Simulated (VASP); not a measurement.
# Zr (Zirconium) with PBE + D3(BJ): from relaxation to properties, part 3 of 5

What structure and properties does PBE + D3(BJ) give Zr (Zirconium), and how near are they to the measured ones? The start is a cell from a database of measured crystal structures.

VASP 6.6.1, plane waves and PAW; the level of theory is named at each step.

Still holding for the runs below: The k-mesh is coarse for a metal.

So far. Step 5 (Bands along the symmetry lines (PBE + D3(BJ))): Of the bands kept, 4 cross the Fermi level on this path.

### 6. Density of states (PBE + D3(BJ))

Level of this step: PBE with D3(BJ); plane waves and PAW (Zr_sv) (VASP).

A density of states needs more k-points than a total energy; ISMEAR = -5 takes tetrahedra, and LORBIT projects the states on the PAW spheres. The mesh is finer than in the run before.

The input, INCAR:

```
SYSTEM = Zr
PREC = Accurate
ENCUT = 400
EDIFF = 1E-06
NELM = 100
ISMEAR = -5
SIGMA = 0.2
LREAL = .FALSE.
ALGO = Normal
GGA = PE
IVDW = 12
NBANDS = 24
LORBIT = 11
LWAVE = .FALSE.
LCHARG = .FALSE.
KPAR = 2
NEDOS = 2001
```

The input, POSCAR:

```
Zr
1.0
    3.1925578549      0.0000000000      0.0000000000
   -1.5962789275      2.7648362053      0.0000000000
    0.0000000000      0.0000000000      5.0802816299
Zr
2
Direct
    0.3333333333      0.6666666667      0.2500000000
    0.6666666667      0.3333333333      0.7500000000
```

The input, KPOINTS:

```
Automatic mesh
0
Gamma
10 10 6
0 0 0
```

PAW data sets: Zr_sv (PBE family, release 64).

On the command line:

```
$ mpirun -np 2 vasp_std
```

The program printed:

```text
[... set-up lines as in an earlier step ...]
 entering main loop
       N       E                     dE             d eps       ncg     rms          rms(c)
DAV:   1     0.182071013840E+03    0.18207E+03   -0.11270E+04  2688   0.826E+02
DAV:   2    -0.387112195545E+01   -0.18594E+03   -0.18042E+03  3248   0.278E+02
DAV:   3    -0.174189777193E+02   -0.13548E+02   -0.13349E+02  5040   0.515E+01
DAV:   4    -0.176717104541E+02   -0.25273E+00   -0.25262E+00  2832   0.737E+00
DAV:   5    -0.176741310820E+02   -0.24206E-02   -0.24200E-02  3776   0.623E-01    0.153E+01
DAV:   6    -0.171143781228E+02    0.55975E+00   -0.63907E-01  2984   0.567E+00    0.619E+00
DAV:   7    -0.170056494183E+02    0.10873E+00   -0.40972E-01  3576   0.406E+00    0.106E+00
DAV:   8    -0.170127922861E+02   -0.71429E-02   -0.34160E-02  3496   0.134E+00    0.141E-01
DAV:   9    -0.170128338855E+02   -0.41599E-04   -0.90810E-04  3872   0.163E-01    0.533E-02
DAV:  10    -0.170128066122E+02    0.27273E-04   -0.47329E-05  3240   0.536E-02    0.128E-02
DAV:  11    -0.170128011620E+02    0.54501E-05   -0.54744E-06  3928   0.968E-03    0.345E-03
DAV:  12    -0.170128009414E+02    0.22059E-06   -0.11168E-07  1816   0.229E-03
   1 F= -.18111711E+02 E0= -.18111711E+02  d E =0.000000E+00
 -----------------------------------------------------------------------------
|                                                                             |
|           W    W    AA    RRRRR   N    N  II  N    N   GGGG   !!!           |
|           W    W   A  A   R    R  NN   N  II  NN   N  G    G  !!!           |
|           W    W  A    A  R    R  N N  N  II  N N  N  G       !!!           |
|           W WW W  AAAAAA  RRRRR   N  N N  II  N  N N  G  GGG   !            |
|           WW  WW  A    A  R   R   N   NN  II  N   NN  G    G                |
|           W    W  A    A  R    R  N    N  II  N    N   GGGG   !!!           |
|                                                                             |
|     Tetrahedron method does not include variations of the Fermi             |
|     occupations, so forces and stress will be inaccurate. We suggest        |
|     using a different smearing scheme ISMEAR = 1 or 2 for metals in         |
|     relaxations.                                                            |
|                                                                             |
 -----------------------------------------------------------------------------
```

Wall time 24 s (2 MPI ranks of AMD EPYC 7R43, shared host); peak memory 0.29 GiB; 46 s of CPU time.

Parts of OUTCAR (step 6):

```text
   k-points           NKPTS =     56   k-points in BZ     NKDIM =     56   number of bands    NBANDS=     24

   NELECT =      24.0000    total number of electrons

 E-fermi :   9.4697

 k-point     1 :       0.0000    0.0000    0.0000
  band No.  band energies     occupation
    ...
      6     -16.8099      2.00000
      7     -16.8035      2.00000
      8     -16.8035      2.00000
      9       3.7022      2.00000
     10       6.2859      2.00000
     11      10.2869      0.00000
     12      10.2869      0.00000
     13      10.4551      0.00000
     14      10.7478      0.00000
     15      11.0198      0.00000
    ...

 Edisp (eV)   -1.09891

  Total      -0.10546    -0.10546     0.16677     0.00000     0.00000     0.00000
  in kB      -3.76778    -3.76778     5.95858     0.00000     0.00000     0.00000
  external pressure =       -0.53 kB  Pullay stress =        0.00 kB

  FREE ENERGIE OF THE ION-ELECTRON SYSTEM (eV)
  ---------------------------------------------------
  free  energy   TOTEN  =       -18.1117112601 eV

  energy  without entropy=      -18.1117112601  energy(sigma->0) =      -18.11171126

[... 8 parts as in an earlier step ...]

[... 9 further parts left out ...]
```

With tetrahedra the forces and stress of a metal are not exact derivatives of the energy.

This step gave:

| Quantity | Value |
| --- | --- |
| irreducible k-points | 56 |
| free energy (TOTEN) | -18.11 eV |
| Fermi energy | 9.470 eV |
| pressure | -0.05257 GPa |
| DOS at the Fermi level | 1.844 states/eV/cell |

The density of states has structure finer than the step of the table below, so its rows give means over 0.25 eV, whole bins alone (the curve runs from -12.0 to 1.88 eV). Peaks (eV: height): total -2.249: 3.14, -0.849: 4.69, 0.130: 4.26, 0.900: 4.15, 1.320: 5.24, 1.705: 2.94; Zr d -2.249: 1.37, -0.849: 2.36, 0.130: 2.45, 0.900: 2.47, 1.320: 3.29, 1.705: 1.89; Zr s -3.053: 0.293, -0.849: 0.0668, 0.865: 0.047.

States under -12.0 eV and over 1.9 eV are left out. Table of density of states by energy, zero at the Fermi level; means over each step; values in states/eV/cell:

| energy (eV) | total | Zr d | Zr s |
| --- | --- | --- | --- |
| -6.00 | 0 | 0 | 0 |
| -5.75 | 0.00415 | 0 | 0.00130 |
| -5.50 | 0.0676 | 0 | 0.0206 |
| -5.25 | 0.117 | 4.4e-4 | 0.0347 |
| -5.00 | 0.160 | 0.00115 | 0.0466 |
| -4.75 | 0.206 | 0.00258 | 0.0584 |
| -4.50 | 0.248 | 0.00577 | 0.0672 |
| -4.25 | 0.301 | 0.0104 | 0.0786 |
| -4.00 | 0.363 | 0.0176 | 0.0911 |
| -3.75 | 0.458 | 0.0350 | 0.107 |
| -3.50 | 0.594 | 0.0672 | 0.127 |
| -3.25 | 0.966 | 0.182 | 0.173 |
| -3.00 | 2.10 | 0.644 | 0.271 |
| -2.75 | 2.06 | 0.695 | 0.224 |
| -2.50 | 2.64 | 1.03 | 0.213 |
| -2.25 | 2.89 | 1.24 | 0.169 |
| -2.00 | 2.39 | 1.08 | 0.102 |
| -1.75 | 1.68 | 0.773 | 0.0542 |
| -1.50 | 1.93 | 0.946 | 0.0405 |
| -1.25 | 2.39 | 1.22 | 0.0301 |
| -1.00 | 3.21 | 1.65 | 0.0396 |
| -0.75 | 4.02 | 2.02 | 0.0499 |
| -0.50 | 1.54 | 0.791 | 0.0142 |
| -0.25 | 0.806 | 0.440 | 0.00522 |
| 0.00 | 2.07 | 1.12 | 0.0128 |
| 0.25 | 3.92 | 2.28 | 0.0275 |
| 0.50 | 3.55 | 2.09 | 0.0347 |
| 0.75 | 3.23 | 1.87 | 0.0383 |
| 1.00 | 3.33 | 1.97 | 0.0290 |
| 1.25 | 4.16 | 2.56 | 0.0267 |
| 1.50 | 3.03 | 1.91 | 0.0181 |
| 1.75 | 2.00 | 1.32 | 0.00962 |

The finer mesh and the other smearing move the Fermi level by -0.03 eV from the 7×7×4 run, a small shift, which tests the Fermi level alone. Of the states within 0.3 eV of the Fermi level, the largest shares in the PAW spheres are Zr d 56 %. The rest lies in smaller channels or between the spheres.

### 7. Volume scan with PBE + D3(BJ)

An equation of state needs energies on both sides of the minimum, all on one mesh and cutoff.

The input, INCAR:

```
SYSTEM = Zr
PREC = Accurate
ENCUT = 400
EDIFF = 1E-06
NELM = 100
ISMEAR = 1
SIGMA = 0.2
LREAL = .FALSE.
ALGO = Normal
GGA = PE
IVDW = 12
NBANDS = 18
LORBIT = 11
LWAVE = .FALSE.
LCHARG = .FALSE.
KPAR = 2
ISIF = 2
```

The input, POSCAR:

```
Zr
1.0
    3.1273853259      0.0000000000      0.0000000000
   -1.5636926630      2.7083951396      0.0000000000
    0.0000000000      0.0000000000      4.9765733130
Zr
2
Direct
    0.3333333333      0.6666666667      0.2500000000
    0.6666666667      0.3333333333      0.7500000000
```

The input, KPOINTS:

```
Automatic mesh
0
Gamma
7 7 4
0 0 0
```

On the command line:

```
$ mpirun -np 2 vasp_std
```

The program printed:

```text
[... set-up lines as in an earlier step ...]
 entering main loop
       N       E                     dE             d eps       ncg     rms          rms(c)
DAV:   1     0.182061045052E+03    0.18206E+03   -0.12001E+04   872   0.111E+03
DAV:   2    -0.316449970276E+01   -0.18523E+03   -0.18184E+03  1042   0.346E+02
DAV:   3    -0.171219964435E+02   -0.13957E+02   -0.13737E+02  1520   0.659E+01
DAV:   4    -0.174411711748E+02   -0.31917E+00   -0.31861E+00  1024   0.103E+01
DAV:   5    -0.174481110756E+02   -0.69399E-02   -0.69381E-02  1266   0.117E+00    0.173E+01
DAV:   6    -0.169530806283E+02    0.49503E+00   -0.77846E-01   920   0.731E+00    0.726E+00
DAV:   7    -0.168642933366E+02    0.88787E-01   -0.56078E-01  1260   0.539E+00    0.114E+00
DAV:   8    -0.168712615988E+02   -0.69683E-02   -0.39287E-02  1096   0.160E+00    0.242E-01
DAV:   9    -0.168713505163E+02   -0.88918E-04   -0.11339E-03  1084   0.307E-01    0.349E-02
DAV:  10    -0.168713110274E+02    0.39489E-04   -0.26402E-05  1160   0.409E-02    0.183E-02
DAV:  11    -0.168713139110E+02   -0.28837E-05   -0.66904E-06   910   0.295E-02    0.427E-03
DAV:  12    -0.168713135310E+02    0.38002E-06   -0.25183E-07   504   0.383E-03
   1 F= -.18043662E+02 E0= -.18043682E+02  d E =0.600496E-04
```

It took 6 s on 2 MPI ranks; peak memory 0.22 GiB; 11 s of CPU time.

OUTCAR, selected parts (step 7):

```text
   ENCUT  =  400.0 eV  29.40 Ry    5.42 a.u.   5.10  5.10  8.12*2*pi/ulx,y,z

   NELECT =      24.0000    total number of electrons

 E-fermi :  10.2211

 k-point     1 :       0.0000    0.0000    0.0000
  band No.  band energies     occupation
    ...
      6     -15.8639      2.00000
      7     -15.8639      2.00000
      8     -15.8639      2.00000
      9       4.3433      2.00000
     10       6.8366      2.00000
     11      11.0152     -0.00000
     12      11.0152     -0.00000
     13      11.2039     -0.00000
     14      11.7581     -0.00000
     15      11.8137     -0.00000
    ...

 Edisp (eV)   -1.17235

  Total       1.75766     1.75766     1.80644    -0.00000    -0.00000     0.00000
  in kB      66.80711    66.80711    68.66096    -0.00000    -0.00000     0.00000
  external pressure =       67.43 kB  Pullay stress =        0.00 kB

 POSITION                                       TOTAL-FORCE (eV/Angst)
 -----------------------------------------------------------------------------------
     -0.00000      1.80560      1.24414        -0.000000     -0.000000      0.000000
      1.56369      0.90280      3.73243         0.000000      0.000000      0.000000
 -----------------------------------------------------------------------------------
    total drift:                               -0.000000      0.000000     -0.000000

  FREE ENERGIE OF THE ION-ELECTRON SYSTEM (eV)
  ---------------------------------------------------
  free  energy   TOTEN  =       -18.0436623295 eV

  energy  without entropy=      -18.0437223791  energy(sigma->0) =      -18.04368235

[... 3 parts as in an earlier step ...]

[... 13 further parts left out ...]
```

The scan keeps the cell's shape and the fractional positions fixed.

This step gave:

```
bands                : 18
irreducible k-points : 24
free energy (TOTEN)  : -18.04 eV
Fermi energy         : 10.22 eV
pressure             : 6.743 GPa
```

The pressure here is 6.74 GPa.

### 8. Volume scan with PBE + D3(BJ) (run 2)

INCAR is that of step 7.

The input, POSCAR:

```
Zr
1.0
    3.1494098919      0.0000000000      0.0000000000
   -1.5747049460      2.7274689732      0.0000000000
    0.0000000000      0.0000000000      5.0116207587
Zr
2
Direct
    0.3333333333      0.6666666667      0.2500000000
    0.6666666667      0.3333333333      0.7500000000
```

KPOINTS is that of step 7.

On the command line:

```
$ mpirun -np 2 vasp_std
```

The program printed:

```text
[... set-up lines as in an earlier step ...]
 entering main loop
       N       E                     dE             d eps       ncg     rms          rms(c)
DAV:   1     0.184095543421E+03    0.18410E+03   -0.11990E+04   864   0.111E+03
DAV:   2    -0.410615896717E+01   -0.18820E+03   -0.18546E+03  1048   0.346E+02
DAV:   3    -0.172126377355E+02   -0.13106E+02   -0.13045E+02  1508   0.652E+01
DAV:   4    -0.175252658587E+02   -0.31263E+00   -0.31209E+00  1022   0.104E+01
DAV:   5    -0.175333152057E+02   -0.80493E-02   -0.80483E-02  1276   0.122E+00    0.166E+01
DAV:   6    -0.170175536177E+02    0.51576E+00   -0.80931E-01   918   0.738E+00    0.688E+00
DAV:   7    -0.169226094724E+02    0.94944E-01   -0.57141E-01  1244   0.539E+00    0.113E+00
DAV:   8    -0.169292590949E+02   -0.66496E-02   -0.38636E-02  1110   0.157E+00    0.252E-01
DAV:   9    -0.169293751460E+02   -0.11605E-03   -0.11807E-03  1110   0.320E-01    0.346E-02
DAV:  10    -0.169293365100E+02    0.38636E-04   -0.25231E-05  1154   0.375E-02    0.194E-02
DAV:  11    -0.169293388943E+02   -0.23844E-05   -0.71572E-06   910   0.304E-02    0.362E-03
DAV:  12    -0.169293386667E+02    0.22768E-06   -0.26523E-07   502   0.361E-03
   1 F= -.18076167E+02 E0= -.18076320E+02  d E =0.460411E-03
```

The job ended after 9.2 s (2 MPI ranks; peak memory 0.24 GiB; 17 s of CPU time).

OUTCAR, selected parts (step 8):

```text
   ENCUT  =  400.0 eV  29.40 Ry    5.42 a.u.   5.14  5.14  8.17*2*pi/ulx,y,z

   NELECT =      24.0000    total number of electrons

 E-fermi :   9.9723

 k-point     1 :       0.0000    0.0000    0.0000
  band No.  band energies     occupation
    ...
      6     -16.1891      2.00000
      7     -16.1862      2.00000
      8     -16.1862      2.00000
      9       4.1187      2.00000
     10       6.6473      2.00000
     11      10.7655     -0.00000
     12      10.7655     -0.00000
     13      10.9470     -0.00000
     14      11.4051     -0.00000
     15      11.5413     -0.00000
    ...

 Edisp (eV)   -1.14683

  Total       1.15013     1.15013     1.16890    -0.00000     0.00000     0.00000
  in kB      42.80471    42.80471    43.50317    -0.00000     0.00000     0.00000
  external pressure =       43.04 kB  Pullay stress =        0.00 kB

 POSITION                                       TOTAL-FORCE (eV/Angst)
 -----------------------------------------------------------------------------------
     -0.00000      1.81831      1.25291        -0.000000      0.000000      0.000000
      1.57470      0.90916      3.75872         0.000000     -0.000000      0.000000
 -----------------------------------------------------------------------------------
    total drift:                               -0.000000      0.000000     -0.000000

  FREE ENERGIE OF THE ION-ELECTRON SYSTEM (eV)
  ---------------------------------------------------
  free  energy   TOTEN  =       -18.0761667244 eV

  energy  without entropy=      -18.0766271356  energy(sigma->0) =      -18.07632019

[... 4 parts as in an earlier step ...]

[... 12 further parts left out ...]
```

Numbers from this step:

```yaml
free_energy_toten: -18.08 eV
energy_at_zero_smearing: -18.08 eV
fermi_energy: 9.972 eV
pressure: 4.304 GPa
```

The pressure falls from 6.74 to 4.30 GPa.

The run ends at a pressure of 4.30 GPa.

### 9. Volume scan with PBE + D3(BJ) (run 3)

INCAR is that of step 8.

The input, POSCAR:

```
Zr
1.0
    3.1711306465      0.0000000000      0.0000000000
   -1.5855653233      2.7462796985      0.0000000000
    0.0000000000      0.0000000000      5.0461847527
Zr
2
Direct
    0.3333333333      0.6666666667      0.2500000000
    0.6666666667      0.3333333333      0.7500000000
```

KPOINTS is that of step 8.

On the command line:

```
$ mpirun -np 2 vasp_std
```

The program printed:

```text
[... set-up lines as in an earlier step ...]
 entering main loop
       N       E                     dE             d eps       ncg     rms          rms(c)
DAV:   1     0.182093256083E+03    0.18209E+03   -0.12013E+04   864   0.111E+03
DAV:   2    -0.390159042531E+01   -0.18599E+03   -0.18318E+03  1032   0.343E+02
DAV:   3    -0.172689286741E+02   -0.13367E+02   -0.13275E+02  1508   0.654E+01
DAV:   4    -0.175993871480E+02   -0.33046E+00   -0.33018E+00  1030   0.988E+00
[...]
DAV:  10    -0.169732989676E+02    0.41342E-04   -0.26033E-05  1172   0.364E-02    0.214E-02
DAV:  11    -0.169733009594E+02   -0.19918E-05   -0.77030E-06   918   0.312E-02    0.333E-03
DAV:  12    -0.169733008252E+02    0.13414E-06   -0.34779E-07   504   0.402E-03
   1 F= -.18095669E+02 E0= -.18095840E+02  d E =0.511729E-03
```

Wall time 10 s (2 MPI ranks); peak memory 0.25 GiB; 18 s of CPU time.

OUTCAR, selected parts (step 9):

```text
 Edisp (eV)   -1.12237

  Total       0.56752     0.56752     0.56272    -0.00000    -0.00000     0.00000
  in kB      20.69061    20.69061    20.51558    -0.00000    -0.00000     0.00000
  external pressure =       20.63 kB  Pullay stress =        0.00 kB

 POSITION                                       TOTAL-FORCE (eV/Angst)
 -----------------------------------------------------------------------------------
     -0.00000      1.83085      1.26155         0.000000      0.000000      0.000000
      1.58557      0.91543      3.78464        -0.000000     -0.000000      0.000000
 -----------------------------------------------------------------------------------
    total drift:                                0.000000     -0.000000      0.000000

  FREE ENERGIE OF THE ION-ELECTRON SYSTEM (eV)
  ---------------------------------------------------
  free  energy   TOTEN  =       -18.0956694364 eV

  energy  without entropy=      -18.0961811652  energy(sigma->0) =      -18.09584001

[... 1 part as in an earlier step ...]

[... 2 further parts left out ...]
[key lines of the parts left out:]
E-fermi :   9.7328
```

The pressure falls from 4.30 to 2.06 GPa.

The run ends at a pressure of 2.06 GPa.

### 10. Volume scan with PBE + D3(BJ) (run 4)

INCAR is that of step 9.

The input, POSCAR:

```
Zr
1.0
    3.1925578549      0.0000000000      0.0000000000
   -1.5962789275      2.7648362053      0.0000000000
    0.0000000000      0.0000000000      5.0802816299
Zr
2
Direct
    0.3333333333      0.6666666667      0.2500000000
    0.6666666667      0.3333333333      0.7500000000
```

KPOINTS is that of step 9.

On the command line:

```
$ mpirun -np 2 vasp_std
```

The program printed:

```text
[... set-up lines as in an earlier step ...]
 entering main loop
       N       E                     dE             d eps       ncg     rms          rms(c)
[... 1 cycle as in an earlier step ...]
DAV:   2    -0.358472028973E+01   -0.18797E+03   -0.18519E+03  1046   0.342E+02
DAV:   3    -0.173953535070E+02   -0.13811E+02   -0.13750E+02  1572   0.664E+01
[... 1 cycle as in an earlier step ...]
DAV:   5    -0.176630611947E+02   -0.89289E-02   -0.89275E-02  1264   0.117E+00    0.153E+01
DAV:   6    -0.171044583760E+02    0.55860E+00   -0.87721E-01   920   0.754E+00    0.620E+00
DAV:   7    -0.169978702254E+02    0.10659E+00   -0.59112E-01  1204   0.539E+00    0.112E+00
DAV:   8    -0.170040875112E+02   -0.62173E-02   -0.39535E-02  1100   0.153E+00    0.267E-01
DAV:   9    -0.170042191332E+02   -0.13162E-03   -0.13948E-03  1072   0.347E-01    0.377E-02
DAV:  10    -0.170041769858E+02    0.42147E-04   -0.29761E-05  1198   0.365E-02    0.221E-02
DAV:  11    -0.170041784709E+02   -0.14851E-05   -0.80789E-06   908   0.318E-02    0.307E-03
DAV:  12    -0.170041784165E+02    0.54347E-07   -0.34313E-07   512   0.396E-03
   1 F= -.18103089E+02 E0= -.18103179E+02  d E =0.272101E-03
```

Elapsed: 9.4 s, on 2 MPI ranks; peak memory 0.25 GiB; 18 s of CPU time.

From OUTCAR (step 10):

```text
 Edisp (eV)   -1.09891

  Total       0.00825     0.00825    -0.00832    -0.00000     0.00000    -0.00000
  in kB       0.29460     0.29460    -0.29725    -0.00000     0.00000    -0.00000
  external pressure =        0.10 kB  Pullay stress =        0.00 kB

  FREE ENERGIE OF THE ION-ELECTRON SYSTEM (eV)
  ---------------------------------------------------
  free  energy   TOTEN  =       -18.1030887352 eV

  energy  without entropy=      -18.1033608358  energy(sigma->0) =      -18.10317944

[... 3 parts as in an earlier step ...]

[... 1 further part left out ...]
[key lines of the parts left out:]
E-fermi :   9.5013
```

The pressure falls from 2.06 to 0.01 GPa.

The run ends at a pressure of 0.01 GPa.

(Continued in part 4 of 5.)

[Lines on the potential files, build, host, timing and source positions are cut from VASP's logs without a mark.]

[Logs are printed without paths, hosts, clocks, repeated set-up lines and the standing remarks that a program may print on its own settings, such as how far it seeks lower states.]

[Hosts, paths, dates, database ids (printed as entryN), source tags and the programs' standing remarks are cut or masked in the printed files.]

[Measured values are set beside computed ones only where the two were judged alike; some that the calculation misses by far are left out.]
